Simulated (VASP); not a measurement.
Input:

```
ZnS
1.0
    0.00000     2.65005     2.65005
    2.65005     0.00000     2.65005
    2.65005     2.65005     0.00000
Zn S
1 1
Cartesian
  0.00000   0.00000   0.00000
  1.32502   1.32502   1.32502
```

The numbers are results of PBE GGA, VASP's PBE PAW potentials (set 64) (plane waves; VASP), not measurements. Run with 300 eV cut-off, 11×11×11 Γ-centred mesh, Gaussian smearing of 0.010 eV, potentials Zn S.

Problem. Give the energies of bands 2 to 12 at the high-symmetry points, in eV from the valence-band maximum.

Solution. 
| band | Γ | X | U | L | W |
|---|---|---|---|---|---|
| 2 | -6.58 | -6.67 | -6.51 | -6.45 | -6.45 |
| 3 | -6.58 | -6.18 | -6.25 | -6.45 | -6.25 |
| 4 | -6.58 | -6.18 | -6.13 | -5.97 | -6.09 |
| 5 | -6.00 | -5.91 | -5.96 | -5.97 | -6.04 |
| 6 | -6.00 | -5.77 | -5.61 | -5.80 | -5.54 |
| 7 | 0.00 | -4.79 | -4.91 | -5.67 | -4.88 |
| 8 | 0.00 | -2.44 | -3.40 | -0.95 | -3.05 |
| 9 | 0.00 | -2.44 | -1.99 | -0.95 | -2.94 |
| 10 | 2.37 | 3.27 | 4.07 | 3.42 | 5.69 |
| 11 | 6.35 | 4.06 | 6.10 | 6.90 | 6.30 |
| 12 | 6.35 | 11.40 | 9.57 | 6.90 | 8.00 |

The gap is direct, 2.37 eV, from the valence maximum at Γ to the conduction minimum at Γ.

The structure comes from a computed database's ZnS entry; how it stands against other phases isn't given here. The cell was not relaxed at this level.
